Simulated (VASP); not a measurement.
Consider the following.

```xyz
1
Lattice="0.0000 1.9480 1.9480 1.9480 0.0000 1.9480 1.9480 1.9480 0.0000" Properties=species:S:1:pos:R:3 pbc="T T T"
Pt     0.0000     0.0000     0.0000
```

All values below come from LDA (Ceperley-Alder, Perdew-Zunger), VASP's LDA PAW potentials (set 64) (plane waves; VASP). Numerical set-up: 400 eV cut-off, 14×14×14 Γ-centred mesh, first-order Methfessel-Paxton smearing of 0.10 eV, potentials Pt.

Unless said otherwise, spin-orbit coupling is left out, though it shifts the bands of the heavy elements here.

**Question.** Estimate the energy per atom (σ→0), band gap (on the k-mesh) with the smallest direct gap where there is one.

**Answer.** 
```
Property                                                     Value
------------------------  ----------------------------------------
band gap (on the k-mesh)  none (metal, semimetal or under 0.01 eV)
energy per atom (σ→0)                               -7.513 eV/atom
```

Total energies compare only between runs with the same potentials, cut-off and functional.

The structure comes from a computed database's Pt entry (Fm-3m); how it stands against other phases isn't given here. It was relaxed first. The start is the result of an earlier pass.
